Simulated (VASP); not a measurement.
Band gaps of MnF₂ (rutile) from VASP (PAW), without and with spin-orbit coupling. Semilocal levels are at their own relaxed cell, hybrids and mBJ at PBE's; 0.00 means no gap at that level.

The cell of the PBEsol run:

```xyz
6
Lattice="4.8456 0.0000 0.0000 0.0000 4.8456 0.0000 0.0000 0.0000 3.2805" Properties=species:S:1:pos:R:3 pbc="T T T"
Mn     0.0000     0.0000     0.0000
Mn     2.4228     2.4228     1.6403
F      1.4711     1.4711     0.0000
F      3.8939     0.9517     1.6403
F      0.9517     3.8939     1.6403
F      3.3745     3.3745     0.0000
```
Starting moments (μB, in the order of the record's atoms Mn Mn F F F F): 4.5 -4.5 0.0 0.0 0.0 0.0.

| level | gap without SOC (eV) | gap with SOC (eV) | shift (eV) |
|---|---|---|---|
| PBEsol | 2.05 | (withheld) | (withheld) |

Task: Complete the blanks.

Result: 
- PBEsol, gap with SOC (eV): 2.05
- PBEsol, shift (eV): +0.00

Only levels that ran to the end are used. Left out are those held back, those with too coarse a band path, GW runs whose mesh misses a band edge, hybrids' fits of cells that aren't cubic and levels without matching references; a question may draw on a part of the rest.

The compound is MnF2 in the rutile structure. It was relaxed first. Symmetry was kept, so distortions that lower it aren't found.
